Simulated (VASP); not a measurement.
Consider the following.

```yaml
crystal:
  lattice:
    - [1.46242, -2.53299, 0.00000]
    - [1.46242, 2.53299, 0.00000]
    - [0.00000, 0.00000, 2.84838]
  atoms:
    - { symbol: W, position: [0.00000, 0.00000, 0.00000] }
    - { symbol: C, position: [0.33333, 0.66667, 0.50000] }
```

Method: PBE GGA, VASP's PBE PAW potentials (set 64) (plane waves; VASP 6.6.1). Run with 650 eV cut-off, 13×13×12 Γ-centred mesh, first-order Methfessel-Paxton smearing of 0.10 eV, potentials W_sv C.

Tensors are in the Cartesian frame of the cell as typed. Finite-difference elastic constants of metals are sensitive to mesh and smearing; shear constants can be off by tens of GPa.

Task: Give the elastic stiffness tensor with the ions relaxed (GPa, in the frame of the cell).

Result: 
```json
[
 {"": "xx", "xx": "670", "yy": "260", "zz": "170", "yz": "0.0", "xz": "0.0", "xy": "0.0"},
 {"": "yy", "xx": "260", "yy": "670", "zz": "170", "yz": "0.0", "xz": "0.0", "xy": "0.0"},
 {"": "zz", "xx": "170", "yy": "170", "zz": "931", "yz": "0.0", "xz": "0.0", "xy": "0.0"},
 {"": "yz", "xx": "0.0", "yy": "0.0", "zz": "0.0", "yz": "300", "xz": "0.0", "xy": "0.0"},
 {"": "xz", "xx": "0.0", "yy": "0.0", "zz": "0.0", "yz": "0.0", "xz": "300", "xy": "0.0"},
 {"": "xy", "xx": "0.0", "yy": "0.0", "zz": "0.0", "yz": "0.0", "xz": "0.0", "xy": "205"}
]
```

Task: Estimate the Hill bulk modulus, Hill shear modulus, Young's modulus, Poisson's ratio.

Result: 
| Item | Value |
|---|---|
| Hill bulk modulus | 384 GPa |
| Hill shear modulus | 266 GPa |
| Young's modulus | 648 GPa |
| Poisson's ratio | 0.219 |

The compound is WC in the wc structure. It was relaxed first.
